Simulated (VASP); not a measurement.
# GaP: GW quasiparticle gap, part 7 of 7

Aim: the quasiparticle gap of GaP, and what it costs to get it. The cell is of the zinc-blende type, one of the forms listed for this formula. The start is a cell from a database of measured crystal structures.

VASP 6.6.1, plane waves and PAW; the level of theory is named at each step.

So far, quasiparticle gap on the mesh (eV): step 4 (evGW0, evGW0 on PBE) 2.32; step 5 (evGW, evGW on PBE) 2.44; step 6 (QPGW0, QPGW0 on PBE) 2.33. Also gap on the k-mesh (eV): step 3 (empty bands, functional PBE) 1.65; step 8 (another starting point, HSE06) 2.31.

## 10. G0W0

This step: G0W0 on HSE06; plane waves and PAW (Ga_d_GW, P_GW) (VASP 6.6.1).

One pass of GW corrects the levels to first order, with G and W from the starting orbitals.

Input file INCAR:

```
SYSTEM = GaP
PREC = Accurate
ENCUT = 430
ISMEAR = 0
SIGMA = 0.01
LREAL = .FALSE.
LHFCALC = .TRUE.
AEXX = 0.25
GGA = PE
HFSCREEN = 0.2
LASPH = .TRUE.
NBANDS = 224
PRECFOCK = Fast
ALGO = EVGW0
NELMGW = 1
ENCUTGW = 180
NOMEGA = 48
NBANDSGW = 20
LWAVE = .FALSE.
LCHARG = .FALSE.
```

Input file POSCAR:

```
GaP
1.0
    0.0000000000      2.7252500000      2.7252500000
    2.7252500000      0.0000000000      2.7252500000
    2.7252500000      2.7252500000      0.0000000000
Ga P
1 1
Direct
    0.0000000000      0.0000000000      0.0000000000
    0.7500000000      0.7500000000      0.7500000000
```

Input file KPOINTS:

```
Automatic mesh
0
Gamma
6 6 6
0 0 0
```

The projector-augmented-wave data sets are Ga_d_GW and P_GW (PBE family, release 64).

The run starts from files that an earlier step left in the folder.

Command:

```sh
mpirun -np 4 vasp_std
```

What it wrote:

```text
[banner, memory and clock lines left out]
running    4 mpi-ranks, on    1 nodes
 distrk:  each k-point on    4 cores,    1 groups
 distr:  one band on    1 cores,    4 groups

 POSCAR found type information on POSCAR GaP
 POSCAR found :  2 types and       2 ions
 [... a notice as in an earlier step ...]

 LDA part: xc-table for (Slater+PW92), standard interpolation
 found WAVECAR, reading the header
 POSCAR, INCAR and KPOINTS ok, starting setup
 FFT: planning ... GRIDC
 FFT: planning ... GRID_SOFT
 FFT: planning ... GRID
 reading WAVECAR
 the WAVECAR file was read successfully
 initial charge from wavefunction
 available memory per node:     61.91 GB, setting MAXMEM to     63396

 The Fermi energy was updated, please check that it is located mid-gap
 values below the HOMO (VB) or above the LUMO (CB) will cause erroneous energies
 E-fermi :   5.0698

 calculate exact exchange contribution
 the WAVEDER file was read successfully
energies w=
    0.000    0.000    0.633    0.000    1.263    0.000    1.887    0.000
    2.505    0.000    3.114    0.000    3.713    0.000    4.301    0.000
    4.878    0.000    5.444    0.000    6.000    0.000    6.548    0.000
    7.087    0.000    7.620    0.000    8.148    0.000    8.674    0.000
    9.198    0.000    9.724    0.000   10.254    0.000   10.789    0.000
   11.334    0.000   11.890    0.000   12.462    0.000   13.052    0.000
   13.665    0.000   14.307    0.000   14.981    0.000   15.696    0.000
   16.458    0.000   17.277    0.000   18.164    0.000   19.133    0.000
   20.201    0.000   21.390    0.000   22.727    0.000   24.248    0.000
   26.002    0.000   28.051    0.000   30.486    0.000   33.435    0.000
   37.084    0.000   41.722    0.000   47.818    0.000   56.178    0.000
   68.338    0.000   87.597    0.000  122.601    0.000  205.540    0.000
 responsefunction array rank=     232
 LDA part: xc-table for (Slater+PW92), standard interpolation

 min. memory requirement per mpi rank    442.6 MB, per node   1770.6 MB

 allocating  12 responsefunctions rank=   232
 shmem allocating  48 responsefunctions rank=   232
 response function shared by NCSHMEM nodes    1
 Doing           12  frequencies on each core in blocks of           48
NQ=   1    0.0000    0.0000    0.0000,
|.........|.........|.........|.........|.........|.........|.........|.........
 performed        979000 updates of chi_q(r,r)
 total number of BLAS operations        410.84 Gflops
NQ=   2    0.1667    0.0000    0.0000,
|.........|.........|.........|.........|.........|.........|.........|.........
 performed       2567000 updates of chi_q(r,r)
 total number of BLAS operations       1059.93 Gflops
NQ=   3    0.3333    0.0000    0.0000,
|.........|.........|.........|.........|.........|.........|.........|.........
 performed       4155000 updates of chi_q(r,r)
 total number of BLAS operations       1691.91 Gflops
NQ=   4    0.5000    0.0000    0.0000,
|.........|.........|.........|.........|.........|.........|.........|.........
 performed       5528000 updates of chi_q(r,r)
 total number of BLAS operations       2263.12 Gflops
NQ=   5    0.1667    0.1667    0.0000,
|.........|.........|.........|.........|.........|.........|.........|.........
 performed       7116000 updates of chi_q(r,r)
 total number of BLAS operations       2867.08 Gflops
NQ=   6    0.3333    0.1667    0.0000,
|.........|.........|.........|.........|.........|.........|.........|.........
 performed       9475000 updates of chi_q(r,r)
 total number of BLAS operations       3788.85 Gflops
NQ=   7    0.5000    0.1667    0.0000,
|.........|.........|.........|.........|.........|.........|.........|.........
 performed      11834000 updates of chi_q(r,r)
 total number of BLAS operations       4727.39 Gflops
NQ=   8   -0.3333    0.1667    0.0000,
|.........|.........|.........|.........|.........|.........|.........|.........
 performed      14193000 updates of chi_q(r,r)
 total number of BLAS operations       5649.16 Gflops
NQ=   9   -0.1667    0.1667    0.0000,
|.........|.........|.........|.........|.........|.........|.........|.........
 performed      16265000 updates of chi_q(r,r)
 total number of BLAS operations       6437.07 Gflops
NQ=  10    0.3333    0.3333    0.0000,
|.........|.........|.........|.........|.........|.........|.........|.........
 performed      17853000 updates of chi_q(r,r)
 total number of BLAS operations       7041.03 Gflops
NQ=  11    0.5000    0.3333    0.0000,
|.........|.........|.........|.........|.........|.........|.........|.........
 performed      20212000 updates of chi_q(r,r)
 total number of BLAS operations       7988.00 Gflops
NQ=  12   -0.3333    0.3333    0.0000,
|.........|.........|.........|.........|.........|.........|.........|.........
 performed      22284000 updates of chi_q(r,r)
 total number of BLAS operations       8790.43 Gflops
NQ=  13    0.5000    0.5000    0.0000,
|.........|.........|.........|.........|.........|.........|.........|.........
 performed      23532000 updates of chi_q(r,r)
 total number of BLAS operations       9282.52 Gflops
NQ=  14    0.5000    0.3333    0.1667,
|.........|.........|.........|.........|.........|.........|.........|.........
 performed      26159000 updates of chi_q(r,r)
 total number of BLAS operations      10327.99 Gflops
NQ=  15   -0.3333    0.3333    0.1667,
|.........|.........|.........|.........|.........|.........|.........|.........
 performed      28643000 updates of chi_q(r,r)
 total number of BLAS operations      11290.01 Gflops
NQ=  16   -0.3333    0.5000    0.1667,
|.........|.........|.........|.........|.........|.........|.........|.........
 performed      30724000 updates of chi_q(r,r)
 total number of BLAS operations      12066.87 Gflops
 resolving degeneracies of screened two electron integrals

 calculate QP shifts <psi_nk| G(iteration)W_0 |psi_nk>: iteration 1
 entering main loop
```

It took 3.5 min on 4 MPI ranks of Intel Xeon 6975P-C (Granite Rapids), shared host; peak memory 2.2 GiB.

From OUTCAR (step 10):

```text
   NELECT =      18.0000    total number of electrons

 E-fermi :   5.0698

 QP shifts <psi_nk| G(iteration)W_0 |psi_nk>: iteration 1
 for sc-GW calculations column KS-energies equals QP-energies in previous step
 and V_xc(KS)=  KS-energies - (<T + V_ion + V_H > + <T+V_H+V_ion>^1  + <V_x>^1)
 k-point   1 :       0.0000    0.0000    0.0000
  band No.  KS-energies  QP-energies   sigma(KS)   V_xc(KS)     V^pw_x(r,r')   Z            occupation Imag(sigma)
    ...
      6      -9.8719      -9.4180     -12.4367     -13.1094     -18.6629       0.6748       2.0000       0.9550
      7       3.9151       3.5670     -13.4609     -13.0191     -14.4209       0.7878       2.0000       0.0211
      8       3.9151       3.5670     -13.4609     -13.0191     -14.4209       0.7878       2.0000       0.0211
      9       3.9151       3.5670     -13.4609     -13.0191     -14.4209       0.7878       2.0000       0.0211
     10       6.7186       6.7089     -10.9308     -10.9186      -6.8014       0.7929       0.0000      -0.0884
     11       8.7083       8.6420     -10.0406      -9.9566      -5.7977       0.7897       0.0000      -0.0814
     12       8.7083       8.6420     -10.0406      -9.9566      -5.7977       0.7897       0.0000      -0.0814
     13       8.7083       8.6420     -10.0406      -9.9566      -5.7977       0.7897       0.0000      -0.0814
    ...

 k-point   2 :       0.1667    0.0000    0.0000
  band No.  KS-energies  QP-energies   sigma(KS)   V_xc(KS)     V^pw_x(r,r')   Z            occupation Imag(sigma)
    ...
      6      -9.4905      -9.0501     -12.5673     -13.2106     -18.6888       0.6847       2.0000       0.9240
      7       1.4002       1.1254     -12.8116     -12.4549     -14.3804       0.7703       2.0000       0.0305
      8       3.5218       3.1760     -13.2630     -12.8237     -14.3020       0.7871       2.0000       0.0227
      9       3.5218       3.1760     -13.2630     -12.8237     -14.3020       0.7871       2.0000       0.0227
     10       7.2611       7.2413     -10.5193     -10.4943      -6.4141       0.7938       0.0000      -0.0851
     11       9.2961       9.2151     -10.1835     -10.0803      -5.7840       0.7841       0.0000      -0.0870
     12       9.2961       9.2151     -10.1835     -10.0803      -5.7840       0.7841       0.0000      -0.0870
     13       9.9161       9.7786     -10.5418     -10.3648      -5.9677       0.7767       0.0000      -0.0979
    ...

[... 8 parts as in an earlier step ...]

[... 8 further parts left out ...]
```

This step gave:

| Quantity | Value |
| --- | --- |
| quasiparticle gap on the mesh | 2.513 eV |
| smallest direct quasiparticle gap on the mesh | 3.142 eV |
| gap of the starting orbitals on the mesh | 2.309 eV |

GW takes the gap from 2.309 to 2.513 eV. That is +307 meV against the one-shot pass on PBE. Spin-orbit coupling is left out. The value holds for 224 bands, ENCUTGW = 180 eV and this mesh, and isn't shown to be converged in them.

## 11. Summary

This step: GW series: evGW0 on PBE, evGW on PBE, QPGW0 on PBE, G0W0 on HSE06; plane waves and PAW (VASP 6.6.1).

No new run; the numbers come from the runs before.

Cost is wall time times ranks on a shared host, with the step that makes the empty bands. GW runs:

| level | bands | ENCUTGW (eV) | NOMEGA | k mesh | starting gap (eV) | quasiparticle gap (eV) | direct gap (eV) | cost (core minutes) |
| --- | --- | --- | --- | --- | --- | --- | --- | --- |
| evGW0 on PBE | 224 | 180 | 48 | 6x6x6 | 1.647 | 2.318 | 2.853 | 63.55 |
| evGW on PBE | 224 | 180 | 48 | 6x6x6 | 1.647 | 2.441 | 2.985 | 62.27 |
| QPGW0 on PBE | 224 | 180 | 48 | 6x6x6 | 1.647 | 2.334 | 2.914 | 177.3 |
| G0W0 on HSE06 | 224 | 180 | 48 | 6x6x6 | 2.309 | 2.513 | 3.142 | 62.67 |

## 12. What came out

| Quantity | Value |
| --- | --- |
| evGW0 on PBE, 224 bands, ENCUTGW 180 eV, NOMEGA 48, mesh 6×6×6 | 1.647 → 2.318 eV |
| evGW on PBE, 224 bands, ENCUTGW 180 eV, NOMEGA 48, mesh 6×6×6 | 1.647 → 2.441 eV |
| QPGW0 on PBE, 224 bands, ENCUTGW 180 eV, NOMEGA 48, mesh 6×6×6 | 1.647 → 2.334 eV |
| G0W0 on HSE06, 224 bands, ENCUTGW 180 eV, NOMEGA 48, mesh 6×6×6 | 2.309 → 2.513 eV |

What this shows: evGW0 gives a quasiparticle gap of 2.318 eV on the mesh, 0.67 eV over the PBE gap on the same mesh. On mesh and path the starting valence top lies at Γ and the conduction bottom at (0.409, 0, 0.409), so the starting gap is indirect. The GW mesh misses an edge: at the starting level the gap along the path is 0.06 eV smaller, and with that offset the quasiparticle gap would be about 2.26 eV. Over the final values of the levels run here the gap spans 2.32 to 2.51 eV. In evGW0 the first pass, which is the one-shot result, gives 2.206 eV and pass 4 gives 2.318 eV; the last pass changed the gap by +3 meV, so the loop is converged. In evGW the first pass, which is the one-shot result, gives 2.206 eV and pass 4 gives 2.441 eV; the last pass changed the gap by +16 meV, so more passes would move it further. In QPGW0 the first pass gives 2.198 eV and pass 4 gives 2.334 eV; the last pass changed the gap by +20 meV, so more passes would move it further. One-shot gaps: 2.206 eV from PBE and 2.513 eV from HSE06. The starting gaps span 0.66 eV and the one-shot gaps 0.31 eV. Bands, response cutoff and mesh weren't tested for convergence. In Ga_d_GW the d shell is in the valence without all the semicore s and p states of the same shell; those stay frozen in the core, and how far that moves the GW gap wasn't tested here. Spin-orbit coupling is left out; with Ga in the cell it can split or shift band edges, by an amount that depends on which atoms form them and isn't tested here. Not tabulated here, as repeats of values shown or as unfit to read for their mesh, reference level or band range: eps2 curves (empty bands); eps1 curves and static values (empty bands); gaps (empty bands).

[Lines on the potential files, build, host, timing and source positions are cut from VASP's logs without a mark.]

[Logs are printed without paths, hosts, clocks, repeated set-up lines and the standing remarks that a program may print on its own settings, such as how far it seeks lower states.]

[Hosts, paths, dates, database ids (printed as entryN), source tags and the programs' standing remarks are cut or masked in the printed files.]

[Pressures printed for these runs are not shown converged in the cutoff: they can be off by several GPa and have the wrong sign.]
